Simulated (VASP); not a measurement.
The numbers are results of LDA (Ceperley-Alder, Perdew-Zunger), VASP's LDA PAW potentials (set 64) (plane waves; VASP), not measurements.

Gaps are without spin-orbit coupling.

Q: Order these relaxed crystals by band gap, smallest first: CdTe, F-43m (216); KZnF3, Pm-3m (221); AlPO4, I-4 (82); BaTiO3, R3m (160).

A: CdTe, F-43m (216) (0.66 eV), BaTiO3, R3m (160) (2.07 eV), KZnF3, Pm-3m (221) (3.74 eV), AlPO4, I-4 (82) (5.66 eV)
